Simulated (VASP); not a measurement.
# Sc3Br5 (P1) in VASP: a series of runs

The runs below take Sc3Br5 through single point, molecular dynamics, with PBE.

Everything below comes from runs of VASP 6.6.1. Logs are shortened: lines on timing, memory, paths and dates and some standing lists are left out, and cuts for length are marked.

### Step 1. The crystal as given

The typed cell holds 8 atoms: a = 4.026 Å, b = 4.026 Å, c = 14.111 Å, α = 90.00°, β = 90.00°, γ = 90.00°.

The cell was built by a generator and needn't be a form met in nature.

### Step 2. Single point, PBE

Contents of INCAR:

```
SYSTEM = Sc3Br5
PREC = Accurate ; ENCUT = 520
EDIFF = 1E-7 ; ISMEAR = -1
SIGMA = 0.1 ; LREAL = .False.
LASPH = .True. ; NELM = 60
ALGO = Normal ; ISIF = 2
LWAVE = .False. ; LCHARG = .False.
GGA = PE ; NBANDS = 44
```

Contents of KPOINTS:

```
Automatic mesh
0
Gamma
  4 4 1
  0 0 0
```

Contents of POSCAR:

```
Sc3Br5
1.0
    4.0262990000      0.0000000000      0.0000000000
    0.0000000000      4.0262990000      0.0000000000
    0.0000000000      0.0000000000     14.1111730000
Sc Br
3 5
Direct
    0.4890913467      0.4965128025      0.1251575613
    0.4963344749      0.5037102312      0.8681047281
   -0.0005344859      0.0191637531      0.5011124164
    0.0068705777     -0.0005851528      0.2514332437
    0.0120875275     -0.0092650844      0.7495138781
    0.0009428013      0.0035635704     -0.0007204220
    0.4899407620      0.5013942084      0.3757148325
    0.4986589421      0.4939851710      0.6272234775
```

Potentials or basis: VASP PAW PBE potentials, release 64 (Sc_sv, Br).

Run with:

```
> cat potpaw_PBE.64/Sc_sv/POTCAR potpaw_PBE.64/Br/POTCAR > POTCAR
> mpirun -np 1 vasp_std > vasp.out
```

OUTCAR:

```text
SYSTEM = Sc3Br5
   PREC = Accurate
   ENCUT = 520
   EDIFF = 1E-7
   ISMEAR = -1
   LREAL = .False.
   LASPH = .True.
   NELM = 60
   ISIF = 2
   GGA = PE

 ion  position               nearest neighbor table
   1  0.489  0.497  0.125-
   2  0.496  0.504  0.868-
   3  0.999  0.019  0.501-
   4  0.007  0.999  0.251-
   5  0.012  0.991  0.750-
   6  0.001  0.004  0.999-
   7  0.490  0.501  0.376-
   8  0.499  0.494  0.627-

  LATTYP: Found a simple tetragonal cell.
 ALAT       =     4.0262990000
 C/A-ratio  =     3.5047503924

  Lattice vectors:

 A1 = (   4.0262990000,   0.0000000000,   0.0000000000)
 A2 = (   0.0000000000,   4.0262990000,   0.0000000000)
 A3 = (   0.0000000000,   0.0000000000,  14.1111730000)

Analysis of symmetry for initial positions (statically):
=====================================================================
 Subroutine PRICEL returns:
 Original cell was already a primitive cell.

 Routine SETGRP: Setting up the symmetry group for a
 simple tetragonal supercell.

 Subroutine GETGRP returns: Found  1 space group operations
 (whereof  1 operations were pure point group operations)
 out of a pool of 16 trial point group operations.

The static configuration has the point symmetry C_1 .

Analysis of symmetry for dynamics (positions and initial velocities):
=====================================================================
 Subroutine PRICEL returns:
 Original cell was already a primitive cell.

 Routine SETGRP: Setting up the symmetry group for a
 simple tetragonal supercell.

 Subroutine GETGRP returns: Found  1 space group operations
 (whereof  1 operations were pure point group operations)
 out of a pool of 16 trial point group operations.

The dynamic configuration has the point symmetry C_1 .

 Subroutine INISYM returns: Found  1 space group operations
 (whereof  1 operations are pure point group operations),
 and found     1 'primitive' translations

----------------------------------------------------------------------------------------

                                     Primitive cell

  volume of cell :     228.7574

  direct lattice vectors                    reciprocal lattice vectors
     4.026299000  0.000000000  0.000000000     0.248367049  0.000000000  0.000000000
     0.000000000  4.026299000  0.000000000     0.000000000  0.248367049  0.000000000
     0.000000000  0.000000000 14.111173000     0.000000000  0.000000000  0.070865831

  length of vectors
     4.026299000  4.026299000 14.111173000     0.248367049  0.248367049  0.070865831

  position of ions in fractional coordinates (direct lattice)
     0.489091347  0.496512802  0.125157561
     0.496334475  0.503710231  0.868104728
     0.999465514  0.019163753  0.501112416
     0.006870578  0.999414847  0.251433244
     0.012087528  0.990734916  0.749513878
     0.000942801  0.003563570  0.999279578
     0.489940762  0.501394208  0.375714833
     0.498658942  0.493985171  0.627223478

  ion indices of the primitive-cell ions
   primitive index   ion index
                 1           1
                 2           2
                 3           3
                 4           4
                 5           5
                 6           6
                 7           7
                 8           8

----------------------------------------------------------------------------------------

 KPOINTS: Automatic mesh

Automatic generation of k-mesh.
 Grid dimensions read from file:
 generate k-points for:    4    4    1

 Generating k-lattice:

  Cartesian coordinates                     Fractional coordinates (reciprocal lattice)
     0.062091762  0.000000000  0.000000000     0.250000000  0.000000000  0.000000000
     0.000000000  0.062091762  0.000000000     0.000000000  0.250000000  0.000000000
     0.000000000  0.000000000  0.070865831     0.000000000  0.000000000  1.000000000

  Length of vectors
     0.062091762  0.062091762  0.070865831

  Shift w.r.t. Gamma in fractional coordinates (k-lattice)
     0.000000000  0.000000000  0.000000000

 Subroutine IBZKPT returns following result:
 ===========================================

 Found     10 irreducible k-points:

 Following reciprocal coordinates:
            Coordinates               Weight
  0.000000  0.000000  0.000000      1.000000
  0.250000  0.000000  0.000000      2.000000
  0.000000  0.250000  0.000000      2.000000
  0.500000  0.000000  0.000000      1.000000
  0.000000  0.500000  0.000000      1.000000
  0.250000  0.250000  0.000000      2.000000
 -0.250000  0.250000  0.000000      2.000000
  0.500000  0.250000  0.000000      2.000000
 -0.250000  0.500000  0.000000      2.000000
  0.500000  0.500000  0.000000      1.000000
   k-points           NKPTS =     10   k-points in BZ     NKDIM =     10   number of bands    NBANDS=     44
   number of dos      NEDOS =    301   number of ions     NIONS =      8
   total plane-waves  NPLWV =  97200
   dimension x,y,z NGX =    30 NGY =   30 NGZ =  108
   dimension x,y,z NGXF=    60 NGYF=   60 NGZF=  216
   ions per type =               3   5
   NGX,Y,Z   is equivalent  to a cutoff of  12.39, 12.39, 12.72 a.u.
   NGXF,Y,Z  is equivalent  to a cutoff of  24.77, 24.77, 25.45 a.u.
 SYSTEM =  Sc3Br5
   PREC   = accura    normal or accurate (medium, high low for compatibility)
   ISTART =      0    job   : 0-new  1-cont  2-samecut
   ICHARG =      2    charge: 1-file 2-atom 10-const
   ISPIN  =      1    spin polarized calculation?
   LNONCOLLINEAR =      F non collinear calculations
   LSORBIT =      F    spin-orbit coupling
   LASPH  =      T    aspherical Exc in radial PAW
   ENCUT  =  520.0 eV  38.22 Ry    6.18 a.u.   7.49  7.49 26.24*2*pi/ulx,y,z
   NELM   =     60;   NELMIN=  2; NELMDL= -5     # of ELM steps
   EDIFF  = 0.1E-06   stopping-criterion for ELM
   LREAL  =      F    real-space projection
   EDIFFG = 0.1E-05   stopping-criterion for IOM
   NSW    =      0    number of steps for IOM
   IBRION =     -1    ionic relax: 0-MD 1-quasi-New 2-CG
   NFREE  =      0    steps in history (QN), initial steepest desc. (CG)
   ISIF   =      2    stress and relaxation
   ISYM   =      2    0-nonsym 1-usesym 2-fastsym
   POTIM  = 0.5000    time-step for ionic-motion
   TEBEG  =    0.0;   TEEND  =   0.0 temperature during run
   PSTRESS=    0.0 pullay stress
   NELECT =      68.0000    total number of electrons
   NUPDOWN=      -1.0000    fix difference up-down
   EMIN   =  10.00;   EMAX   =-10.00  energy-range for DOS
   EFERMI =   0.00;   METHOD = LEGACY
   ISMEAR =    -1;   SIGMA  =   0.10  broadening in eV -4-tet -1-fermi 0-gaus
   EFERMI_NEDOS =   21; number of points for ismear=-14 and -15
   IALGO  =     38    algorithm
   IMIX   =      4    mixing-type and parameters
     AMIX     =   0.40;   BMIX     =  1.00
     AMIX_MAG =   1.60;   BMIX_MAG =  1.00
  volume/ion in A,a.u.               =      28.59       192.97
  Fermi-wavevector in a.u.,A,eV,Ry     =   1.092579  2.064674 16.241660  1.193728
  Thomas-Fermi vector in A             =   2.228847
   LORBIT       =      0    0 simple, 1 ext, 2 COOP (PROOUT), +10 PAW based schemes
   GGA     = PE    functional components
   LHFCALC =     F    Hartree Fock is set to
   AEXX    =    0.0000 exact exchange contribution
   IVDW    =     0    specifies the selected vdW correction
   LEPSILON=     F    determine dielectric tensor
   LRPA    =     F    only Hartree local field effects (RPA)
 non-spin polarized calculation
  energy-cutoff  :      520.00
  volume of cell :      228.76
 maximum number of plane-waves:      6237
 NGX is ok and might be reduce to    30
   NGX = 15   NGY = 15   NGZ = 53

 number of electron      68.0000004 magnetization

 Free energy of the ion-electron system (eV)
  ---------------------------------------------------
  ext. energy  EPLUGINS =         0.00000000
  ---------------------------------------------------
  free energy    TOTEN  =       -32.66012327 eV

  energy without entropy =      -32.36461916  energy(sigma->0) =      -32.51237121

 E-fermi :   3.7545     XC(G=0):  -8.9491

 val. band max:        3.6731519315   @ k =   0.5000   0.0000   0.0000
 cond. band min:       3.8536225129   @ k =   0.2500   0.0000   0.0000
 fundamental gap:      0.1804705813
 Fermi energy:         3.7545341895

 k-point     1 :       0.0000    0.0000    0.0000
  band No.  band energies     occupation
      1     -47.7635      2.00000
      2     -47.3426      2.00000
      3     -47.3322      2.00000
      4     -26.4597      2.00000
      5     -26.2897      2.00000
      6     -26.2891      2.00000
[... 36 lines left out ...]
     43       4.6694      0.00021
     44       4.7490      0.00010

 k-point     2 :       0.2500    0.0000    0.0000
  band No.  band energies     occupation
      1     -47.7630      2.00000
      2     -47.3420      2.00000
      3     -47.3317      2.00000
      4     -26.4586      2.00000
      5     -26.2995      2.00000
      6     -26.2887      2.00000
[... 36 lines left out ...]
     43       4.5994      0.00043
     44       4.6161      0.00036

 k-point     3 :       0.0000    0.2500    0.0000
  band No.  band energies     occupation
      1     -47.7630      2.00000
      2     -47.3420      2.00000
      3     -47.3317      2.00000
      4     -26.4586      2.00000
      5     -26.2999      2.00000
      6     -26.2884      2.00000
[... 36 lines left out ...]
     43       4.5948      0.00045
     44       4.6247      0.00033

 k-point     4 :       0.5000    0.0000    0.0000
  band No.  band energies     occupation
      1     -47.7625      2.00000
      2     -47.3415      2.00000
      3     -47.3311      2.00000
      4     -26.4575      2.00000
      5     -26.3098      2.00000
      6     -26.2879      2.00000
[... 224 lines left out ...]
     43       4.8016      0.00006
     44       4.8806      0.00003

 k-point     9 :      -0.2500    0.5000    0.0000
  band No.  band energies     occupation
      1     -47.7620      2.00000
      2     -47.3410      2.00000
      3     -47.3306      2.00000
      4     -26.4567      2.00000
      5     -26.3089      2.00000
      6     -26.2974      2.00000
[... 36 lines left out ...]
     43       4.8042      0.00006
     44       4.8819      0.00003

 k-point    10 :       0.5000    0.5000    0.0000
  band No.  band energies     occupation
      1     -47.7615      2.00000
      2     -47.3405      2.00000
      3     -47.3301      2.00000
      4     -26.4558      2.00000
      5     -26.3077      2.00000
      6     -26.3072      2.00000
[... 36 lines left out ...]
     43       5.0501      0.00000
     44       5.0706      0.00000

------------------------ aborting loop because EDIFF is reached ----------------------------------------

  FORCE on cell =-STRESS in cart. coord.  units (eV):
  Direction    XX          YY          ZZ          XY          YZ          ZX
  --------------------------------------------------------------------------------------
  -------------------------------------------------------------------------------------
  Total       -9.8979207     -9.8463584     -8.8115973     -0.0069843      0.0373237      0.1082226
  in kB      -69.3233261    -68.9621921    -61.7149045     -0.0489171      0.2614089      0.7579725
  external PRESSURE =     -66.6668076 kB  Pullay stress =       0.0000000 kB

 VOLUME and BASIS-vectors are now :
 -----------------------------------------------------------------------------
  energy-cutoff  :      520.00
  volume of cell :      228.76
      direct lattice vectors                 reciprocal lattice vectors
     4.026299000  0.000000000  0.000000000     0.248367049  0.000000000  0.000000000
     0.000000000  4.026299000  0.000000000     0.000000000  0.248367049  0.000000000
     0.000000000  0.000000000 14.111173000     0.000000000  0.000000000  0.070865831

 POSITION                                       TOTAL-FORCE (eV/Angst)
 -----------------------------------------------------------------------------------
      1.96923      1.99911      1.76612        -0.047318     -0.015668      0.416142
      1.99839      2.02809     12.24998        -0.036729      0.014845     -0.410679
      4.02415      0.07716      7.07128         0.014860      0.122202     -0.068590
      0.02766      4.02394      3.54802        -0.095944      0.010211     -1.618039
      0.04867      3.98899     10.57652        -0.080419     -0.011625      1.534223
      0.00380      0.01435     14.10101         0.026238      0.025006      0.073256
      1.97265      2.01876      5.30178         0.103849     -0.052539      1.543691
      2.00775      1.98893      8.85086         0.115463     -0.092433     -1.470003
 -----------------------------------------------------------------------------------
    total drift:                                0.000097     -0.000058     -0.000031

  FREE ENERGIE OF THE ION-ELECTRON SYSTEM (eV)
  ---------------------------------------------------
  free  energy   TOTEN  =       -32.6601232681 eV

  energy  without entropy=      -32.3646191593  energy(sigma->0) =      -32.51237121
```

Wall time 2 min (1 thread of Intel Xeon 6975P-C (Granite Rapids), shared host); peak memory 0.33 GiB.

What came out:

| Item | Value |
| --- | --- |
| Free energy | -32.6601 eV |
| Pressure | -6.7 GPa |
| Largest force | 1.621 eV/Å |
| Band gap on the k mesh | none (metal or under the smearing width) |

Forces on the atoms (eV/Å):
```
Sc  -0.047 -0.016  0.416
Sc  -0.037  0.015 -0.411
Sc   0.015  0.122 -0.069
Br  -0.096  0.010 -1.618
Br  -0.080 -0.012  1.534
Br   0.026  0.025  0.073
Br   0.104 -0.053  1.544
Br   0.115 -0.092 -1.470
```

Caveat: the k mesh is coarse (spacing up to 0.45 Å⁻¹), so the values aren't converged; forces of over 1 eV/Å show positions far from the minimum, so gaps and moduli don't describe the material at rest.

(Part 1 of 2 ends here.)
